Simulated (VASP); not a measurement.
BN, 4 atoms in the cell. It takes space group P6_3/mmc (No. 194, hexagonal). Conventional cell: a = 2.456 Å, b = 2.456 Å, c = 6.451 Å, α = 90.00°, β = 90.00°, γ = 120.00°. B (site symmetry -6m2) has 3 N at 1.42 Å as nearest neighbours. N (site symmetry -6m2) is surrounded by 3 B at 1.42 Å.  The cell isn't the ideal one: a relaxed cell with its volume scaled by 0.94.

- Program: VASP 6.6.1
- Task: relaxation of shape and atoms at fixed volume
- Functional: PBE
- Dispersion: D3(BJ)
- Potentials or basis: VASP PAW PBE potentials, release 64 (B, N)
- Cutoff: 520 eV
- k mesh: 9 × 9 × 4
- Occupations: gaussian, width 0.02 eV
- Spin: no spin polarisation
- Further INCAR settings: ALGO = Fast; EDIFF = 1e-07; IBRION = 2; EDIFFG = -0.002; NSW = 80; ISIF = 4

Potentials or basis: VASP PAW PBE potentials, release 64 (B, N).

The run is started by

```console
$ cat potpaw_PBE.64/B/POTCAR potpaw_PBE.64/N/POTCAR > POTCAR
$ mpirun -np 1 vasp_std > vasp.out
```

Hardware: 1 thread of Intel(R) Xeon(R) 6975P-C (Granite Rapids), with other jobs on the host.

**Question.** How long does it take, and how much memory?

**Answer.** It took 17 s on 1 thread of Intel(R) Xeon(R) 6975P-C (Granite Rapids) (shared host), peak memory 0.16 GiB. Counts: scf iterations 35, k points 36, ion steps 3.
